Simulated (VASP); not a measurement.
# AlB3P4 (P-4m2) in VASP: settings compared, part 2 of 2

VASP 6.6.1. Earlier steps stand in the parts before.

## Step 3: Relaxation of cell and atoms, PBE

This run uses another cell than the first one, of 13.74 Å³/atom, 0.997 times its volume.

File INCAR:

```
PREC = Accurate
ENCUT = 520
EDIFF = 1E-7
ISMEAR = 0
SIGMA = 0.1
LREAL = False
LASPH = True
NELM = 120
ALGO = Normal
ISIF = 3
LWAVE = False
LCHARG = False
GGA = PE
IBRION = 2
NSW = 60
EDIFFG = -0.005
POTIM = 0.3
KPAR = 4
```

File KPOINTS:

```
Automatic mesh
0
Gamma
  10 10 4
```

File POSCAR:

```
AlB3P4                                  
1.0
    3.3436217310      0.0000000000     -0.0000000000
    0.0000000000      3.3436217310      0.0000000000
    0.0000000000      0.0000000000      9.8335157877
  Al              B               P             
     1     3     4
Direct
     0.0000000000000000    0.0000000000000000    0.0000000000000000
     0.5000000000000000    0.5000000000000000    0.7272976501098324
     0.0000000000000000    0.0000000000000000    0.5000000000000000
     0.5000000000000000    0.5000000000000000    0.2727023498901676
     0.0000000000000000    0.5000000000000000    0.6136182362831663
     0.5000000000000000    0.0000000000000000    0.3863817637168337
     0.0000000000000000    0.5000000000000000    0.1608126074615595
     0.5000000000000000    0.0000000000000000    0.8391873925384405
```

Potentials or basis: VASP PAW PBE potentials, release 64 (Al, B, P).

Run with:

```
$ cat potpaw_PBE.64/Al/POTCAR potpaw_PBE.64/B/POTCAR potpaw_PBE.64/P/POTCAR > POTCAR
$ mpirun -np 4 vasp_std > vasp.out
```

OUTCAR:

```text
PREC = Accurate
   ENCUT = 520
   EDIFF = 1E-7
   ISMEAR = 0
   LREAL = False
   LASPH = True
   NELM = 120
   ISIF = 3
   GGA = PE
   IBRION = 2
   NSW = 60
   EDIFFG = -0.005
   POTIM = 0.3

 ion  position               nearest neighbor table
   1  0.000  0.000  0.000-   7 2.30   8 2.30   7 2.30   8 2.30
   2  0.500  0.500  0.727-   8 2.00   8 2.00   5 2.01   5 2.01
   3  0.000  0.000  0.500-   5 2.01   6 2.01   5 2.01   6 2.01
   4  0.500  0.500  0.273-   7 2.00   7 2.00   6 2.01   6 2.01
   5  0.000  0.500  0.614-   3 2.01   3 2.01   2 2.01   2 2.01
[... 848 lines left out ...]
  in kB       -0.0241283     -0.0241283     -0.0225630      0.0000000      0.0000000      0.0000000
  external PRESSURE =      -0.0236065 kB  Pullay stress =       0.0000000 kB

 VOLUME and BASIS-vectors are now :
 -----------------------------------------------------------------------------
  energy-cutoff  :      520.00
  volume of cell :      109.93
      direct lattice vectors                 reciprocal lattice vectors
     3.343581711  0.000000000  0.000000000     0.299080473  0.000000000  0.000000000
     0.000000000  3.343581711  0.000000000     0.000000000  0.299080473  0.000000000
     0.000000000  0.000000000  9.833355556     0.000000000  0.000000000  0.101694685

 POSITION                                       TOTAL-FORCE (eV/Angst)
 -----------------------------------------------------------------------------------
      3.34358      0.00000      0.00000        -0.000000      0.000000      0.000000
      1.67179      1.67179      7.15194        -0.000000      0.000000      0.002479
      0.00000      3.34358      4.91668        -0.000000      0.000000      0.000000
      1.67179      1.67179      2.68142        -0.000000     -0.000000     -0.002479
      0.00000      1.67179      6.03392        -0.000000      0.000000      0.001189
      1.67179      0.00000      3.79943         0.000000      0.000000     -0.001189
      0.00000      1.67179      1.58136         0.000000      0.000000     -0.000692
      1.67179      0.00000      8.25199        -0.000000      0.000000      0.000692
 -----------------------------------------------------------------------------------
    total drift:                                0.000000      0.000000      0.000000

  FREE ENERGIE OF THE ION-ELECTRON SYSTEM (eV)
  ---------------------------------------------------
  free  energy   TOTEN  =       -47.7699657810 eV

  energy  without entropy=      -47.7699641515  energy(sigma->0) =      -47.76996497

 reached required accuracy - stopping structural energy minimisation
```

CONTCAR:

```text
AlB3P4
   1.00000000000000
     3.3435817108367445    0.0000000000000000    0.0000000000000000
     0.0000000000000000    3.3435817108367445    0.0000000000000000
     0.0000000000000000    0.0000000000000000    9.8333555559349612
  Al              B               P
     1     3     4
Direct
     1.0000000000000000    0.0000000000000000    0.0000000000000000
     0.5000000000000000    0.5000000000000000    0.7273142123050600
     0.0000000000000000    1.0000000000000000    0.5000000000000000
     0.5000000000000000    0.5000000000000000    0.2726857876949400
     0.0000000000000000    0.5000000000000000    0.6136180146692574
     0.5000000000000000    0.0000000000000000    0.3863819853307426
     0.0000000000000000    0.5000000000000000    0.1608159784023040
     0.5000000000000000    0.0000000000000000    0.8391840215976959

  0.00000000E+00  0.00000000E+00  0.00000000E+00
  0.00000000E+00  0.00000000E+00  0.00000000E+00
  0.00000000E+00  0.00000000E+00  0.00000000E+00
  0.00000000E+00  0.00000000E+00  0.00000000E+00
  0.00000000E+00  0.00000000E+00  0.00000000E+00
  0.00000000E+00  0.00000000E+00  0.00000000E+00
  0.00000000E+00  0.00000000E+00  0.00000000E+00
  0.00000000E+00  0.00000000E+00  0.00000000E+00
```

It took 25 s on 4 MPI ranks of Intel Xeon 6975P-C (Granite Rapids), shared host; peak memory 0.32 GiB.

Results:

```yaml
Free_energy: -47.7700 eV
Energy_gained_by_relaxing: 0.0 meV/atom
Ionic_steps: 2
Pressure_after_relaxing: 0.0 GPa
Band_gap_on_the_k_mesh: 0.51 eV, indirect (least direct gap 0.60 eV)
```

Forces on the atoms (eV/Å):
```
Al   0.000  0.000  0.000
B    0.000  0.000  0.002
B    0.000  0.000  0.000
B    0.000  0.000 -0.002
P    0.000  0.000  0.001
P    0.000  0.000 -0.001
P    0.000  0.000 -0.001
P    0.000  0.000  0.001
```

Final structure:
```cif
data_structure
_symmetry_space_group_name_H-M 'P 1'
_symmetry_Int_Tables_number 1
_cell_length_a 3.3436
_cell_length_b 3.3436
_cell_length_c 9.8334
_cell_angle_alpha 90.000
_cell_angle_beta 90.000
_cell_angle_gamma 90.000
_cell_volume 109.93
loop_
_atom_site_label
_atom_site_type_symbol
_atom_site_fract_x
_atom_site_fract_y
_atom_site_fract_z
_atom_site_occupancy
Al1 Al 0.00000 0.00000 0.00000 1
B1 B 0.50000 0.50000 0.72731 1
B2 B 0.00000 0.00000 0.50000 1
B3 B 0.50000 0.50000 0.27269 1
P1 P 0.00000 0.50000 0.61362 1
P2 P 0.50000 0.00000 0.38638 1
P3 P 0.00000 0.50000 0.16082 1
P4 P 0.50000 0.00000 0.83918 1
```

Levels at points of the mesh, in eV from the valence-band top:
| k point | band 13 | band 14 | band 15 | band 16 | band 17 | band 18 | band 19 | band 20 |
| --- | --- | --- | --- | --- | --- | --- | --- | --- |
| (0.00, 0.00, 0.00) | -2.27 | -0.71 | 0.00 | 0.00 | 0.60 | 0.62 | 1.38 | 1.46 |
| (0.50, 0.00, 0.00) | -2.68 | -2.29 | -2.18 | -0.34 | 1.55 | 2.16 | 2.79 | 3.21 |
| (0.50, 0.50, 0.00) | -4.53 | -4.24 | -4.24 | -3.77 | 0.68 | 0.68 | 0.75 | 1.02 |
| (0.00, 0.00, 0.50) | -2.04 | -1.75 | -0.32 | -0.32 | 0.52 | 0.64 | 1.57 | 1.74 |
| (0.50, 0.00, 0.50) | -2.78 | -2.72 | -2.70 | -0.34 | 2.23 | 2.65 | 2.73 | 3.01 |
| (0.50, 0.50, 0.50) | -4.82 | -4.53 | -4.53 | -4.40 | 1.56 | 1.56 | 1.78 | 2.27 |

## Step 4: Single point, r2SCAN

This run uses another cell than the first one, of 13.74 Å³/atom, 0.997 times its volume.

File INCAR:

```
SYSTEM = AlB3P4
ALGO = Normal ; EDIFF = 1E-6
ENCUT = 520 ; ISIF = 2
ISMEAR = 0 ; KPAR = 4
LASPH = .True. ; LCHARG = .False.
LMIXTAU = .True. ; LREAL = .False.
LWAVE = .False. ; METAGGA = R2SCAN
NELM = 150 ; PREC = Accurate
SIGMA = 0.1
```

File KPOINTS:

```
k-points
0
Gamma
  10 10 4
  0 0 0
```

File POSCAR:

```
AlB3P4                                  
1.0
    3.3435817108      0.0000000000      0.0000000000
    0.0000000000      3.3435817108      0.0000000000
    0.0000000000      0.0000000000      9.8333555559
  Al              B               P             
     1     3     4
Direct
     1.0000000000000000    0.0000000000000000    0.0000000000000000
     0.5000000000000000    0.5000000000000000    0.7273142123050600
     0.0000000000000000    1.0000000000000000    0.5000000000000000
     0.5000000000000000    0.5000000000000000    0.2726857876949400
     0.0000000000000000    0.5000000000000000    0.6136180146692574
     0.5000000000000000    0.0000000000000000    0.3863819853307426
     0.0000000000000000    0.5000000000000000    0.1608159784023040
     0.5000000000000000    0.0000000000000000    0.8391840215976959
```

Potentials or basis: VASP PAW PBE potentials, release 64 (Al, B, P).

Run with:

```
$ cat potpaw_PBE.64/Al/POTCAR potpaw_PBE.64/B/POTCAR potpaw_PBE.64/P/POTCAR > POTCAR
$ mpirun -np 4 vasp_std > vasp.out
```

OUTCAR:

```text
SYSTEM = AlB3P4
   EDIFF = 1E-6
   ENCUT = 520
   ISIF = 2
   ISMEAR = 0
   LASPH = .True.
   LREAL = .False.
   METAGGA = R2SCAN
   NELM = 150
   PREC = Accurate

 ion  position               nearest neighbor table
   1  0.000  0.000  0.000-   7 2.30   8 2.30   7 2.30   8 2.30
   2  0.500  0.500  0.727-   8 2.00   8 2.00   5 2.01   5 2.01
   3  0.000  0.000  0.500-   5 2.01   6 2.01   5 2.01   6 2.01
   4  0.500  0.500  0.273-   7 2.00   7 2.00   6 2.01   6 2.01
   5  0.000  0.500  0.614-   3 2.01   3 2.01   2 2.01   2 2.01
   6  0.500  0.000  0.386-   3 2.01   3 2.01   4 2.01   4 2.01
   7  0.000  0.500  0.161-   4 2.00   4 2.00   1 2.30   1 2.30
   8  0.500  0.000  0.839-   2 2.00   2 2.00   1 2.30   1 2.30

  LATTYP: Found a simple tetragonal cell.
 ALAT       =     3.3435817108
 C/A-ratio  =     2.9409646321

  Lattice vectors:

 A1 = (   3.3435817108,   0.0000000000,   0.0000000000)
 A2 = (   0.0000000000,   3.3435817108,   0.0000000000)
 A3 = (   0.0000000000,   0.0000000000,   9.8333555559)

Analysis of symmetry for initial positions (statically):
=====================================================================
[... 195 lines left out ...]
      1      -8.7367      2.00000
      2      -7.5478      2.00000
      3      -6.5616      2.00000
      4      -4.1675      2.00000
      5      -1.6420      2.00000
      6       2.3955      2.00000
[... 565 lines left out ...]
     20      10.4247      0.00000
     21      11.0305      0.00000

 [... further k-points ...]

------------------------ aborting loop because EDIFF is reached ----------------------------------------

  FORCE on cell =-STRESS in cart. coord.  units (eV):
  Direction    XX          YY          ZZ          XY          YZ          ZX
  --------------------------------------------------------------------------------------
  -------------------------------------------------------------------------------------
  Total       -0.8994384     -0.8994384     -1.1649058      0.0000000      0.0000000      0.0000000
  in kB      -13.1086016    -13.1086016    -16.9775786      0.0000000      0.0000000      0.0000000
  external PRESSURE =     -14.3982606 kB  Pullay stress =       0.0000000 kB

 VOLUME and BASIS-vectors are now :
 -----------------------------------------------------------------------------
  energy-cutoff  :      520.00
  volume of cell :      109.93
      direct lattice vectors                 reciprocal lattice vectors
     3.343581711  0.000000000  0.000000000     0.299080473  0.000000000  0.000000000
     0.000000000  3.343581711  0.000000000     0.000000000  0.299080473  0.000000000
     0.000000000  0.000000000  9.833355556     0.000000000  0.000000000  0.101694685

 POSITION                                       TOTAL-FORCE (eV/Angst)
 -----------------------------------------------------------------------------------
      0.00000      0.00000      0.00000        -0.000000      0.000000      0.000000
      1.67179      1.67179      7.15194        -0.000000     -0.000000     -0.010357
      0.00000      0.00000      4.91668         0.000000      0.000000      0.000000
      1.67179      1.67179      2.68142        -0.000000     -0.000000      0.010357
      0.00000      1.67179      6.03392        -0.000000      0.000000     -0.004585
      1.67179      0.00000      3.79943        -0.000000      0.000000      0.004585
      0.00000      1.67179      1.58136         0.000000      0.000000     -0.176717
      1.67179      0.00000      8.25199        -0.000000     -0.000000      0.176717
 -----------------------------------------------------------------------------------
    total drift:                                0.000000      0.000000      0.000000

  FREE ENERGIE OF THE ION-ELECTRON SYSTEM (eV)
  ---------------------------------------------------
  free  energy   TOTEN  =       -67.6506251402 eV

  energy  without entropy=      -67.6506251384  energy(sigma->0) =      -67.65062514
```

OSZICAR:

```text
N       E                     dE             d eps       ncg     rms          rms(c)
DAV:   1     0.822563262039E+02    0.82256E+02   -0.13927E+04  2646   0.134E+03
DAV:   2    -0.661572905167E+02   -0.14841E+03   -0.14084E+03  3553   0.216E+02
DAV:   3    -0.740775754284E+02   -0.79203E+01   -0.77928E+01  3408   0.500E+01
DAV:   4    -0.742232798590E+02   -0.14570E+00   -0.14495E+00  3385   0.726E+00
DAV:   5    -0.742265390085E+02   -0.32591E-02   -0.32575E-02  3380   0.103E+00    0.139E+01
DAV:   6    -0.713678551266E+02    0.28587E+01   -0.27918E+00  3096   0.937E+00    0.886E+00
DAV:   7    -0.667266594597E+02    0.46412E+01   -0.83117E-01  3301   0.639E+00    0.183E+00
DAV:   8    -0.673378904962E+02   -0.61123E+00   -0.12251E+00  2931   0.740E+00    0.883E-01
DAV:   9    -0.676482521361E+02   -0.31036E+00   -0.22308E-01  2926   0.369E+00    0.501E-01
DAV:  10    -0.676706041968E+02   -0.22352E-01   -0.31504E-02  3176   0.153E+00    0.218E-01
DAV:  11    -0.676514269870E+02    0.19177E-01   -0.21781E-02  3071   0.128E+00    0.103E-01
DAV:  12    -0.676507808632E+02    0.64612E-03   -0.18552E-03  3166   0.378E-01    0.516E-02
DAV:  13    -0.676505183047E+02    0.26256E-03   -0.20117E-04  3176   0.134E-01    0.271E-02
DAV:  14    -0.676506136400E+02   -0.95335E-04   -0.11555E-04  3126   0.993E-02    0.229E-02
DAV:  15    -0.676506369551E+02   -0.23315E-04   -0.24681E-05  3166   0.509E-02    0.982E-03
DAV:  16    -0.676506259664E+02    0.10989E-04   -0.14717E-05  3121   0.407E-02    0.602E-03
DAV:  17    -0.676506243847E+02    0.15817E-05   -0.50316E-06  3136   0.179E-02    0.215E-03
DAV:  18    -0.676506251402E+02   -0.75544E-06   -0.56505E-07  1948   0.743E-03
   1 F= -.67650625E+02 E0= -.67650625E+02  d E =-.177395E-08
```

It took 86 s on 4 MPI ranks of Intel Xeon 6975P-C (Granite Rapids), shared host; peak memory 0.33 GiB.

What came out:

- Free energy: -67.6506 eV
- Pressure: -1.4 GPa
- Largest force: 0.177 eV/Å
- Band gap on the k mesh: 0.73 eV, indirect (least direct gap 0.80 eV)

Forces on the atoms (eV/Å):
```
Al   0.000  0.000  0.000
B    0.000  0.000 -0.010
B    0.000  0.000  0.000
B    0.000  0.000  0.010
P    0.000  0.000 -0.005
P    0.000  0.000  0.005
P    0.000  0.000 -0.177
P    0.000  0.000  0.177
```

Stress tensor (GPa, compression positive):
```
-1.31  0.00  0.00
 0.00 -1.31  0.00
 0.00  0.00 -1.70
```

Levels at points of the mesh, in eV from the valence-band top:
| k point | band 14 | band 15 | band 16 | band 17 | band 18 | band 19 |
| --- | --- | --- | --- | --- | --- | --- |
| (0.00, 0.00, 0.00) | -0.73 | 0.00 | 0.00 | 0.80 | 0.84 | 1.63 |
| (0.50, 0.00, 0.00) | -2.39 | -2.29 | -0.38 | 1.83 | 2.49 | 3.12 |
| (0.50, 0.50, 0.00) | -4.45 | -4.45 | -3.98 | 0.94 | 0.94 | 0.95 |
| (0.00, 0.00, 0.50) | -1.77 | -0.33 | -0.33 | 0.73 | 0.86 | 1.85 |
| (0.50, 0.00, 0.50) | -2.83 | -2.82 | -0.38 | 2.54 | 2.98 | 3.06 |
| (0.50, 0.50, 0.50) | -4.74 | -4.74 | -4.62 | 1.85 | 1.85 | 2.02 |

Caveat: the PAW data sets were made with another functional, which shifts forces and pressure a little.
